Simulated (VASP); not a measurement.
Te3Pd, 4 atoms in the cell. Symmetry: Fm-3m, No. 225, cubic system. Conventional cell: a = 7.307 Å, b = 7.307 Å, c = 7.307 Å, α = 90.00°, β = 90.00°, γ = 90.00°. Around Te (site symmetry -43m) lie 4 Te at 3.16 Å and 4 Pd at 3.16 Å. Te (site symmetry m-3m) is surrounded by 8 Te at 3.16 Å. Pd (site symmetry m-3m) has 8 Te at 3.16 Å as nearest neighbours. The cell was built by a generator and needn't be a form met in nature. The cell isn't the ideal one: species swapped into the Li3Ag type (Fm-3m, No. 225).

```yaml
Program: VASP 6.6.1
Task: relaxation of cell and atoms
Functional: PBE
Potentials_or_basis: VASP PAW PBE potentials, release 64 (Te, Pd)
Cutoff: 600 eV
k_mesh: 12 × 12 × 12
Occupations: gaussian, width 0.1 eV
Spin: no spin polarisation
Dipole_correction: no
Further_INCAR_settings: ALGO = Fast; EDIFF = 1e-07; IBRION = 2; EDIFFG = -0.01; NSW = 100; ISIF = 3
```

Potentials or basis: VASP PAW PBE potentials, release 64 (Te, Pd).

The run is started by

```bash
$ cat potpaw_PBE.64/Te/POTCAR potpaw_PBE.64/Pd/POTCAR > POTCAR
$ mpirun -np 1 vasp_std > vasp.out
```

Hardware: 1 thread of Intel(R) Xeon(R) Platinum 8488C (Sapphire Rapids), with other jobs on the host.

Q: Estimate the wall time of this run.

A: Wall time 6.2 min on 1 thread of Intel(R) Xeon(R) Platinum 8488C (Sapphire Rapids) (shared host), peak memory 0.37 GiB. Counts: scf iterations 38, k points 72, ion steps 3.
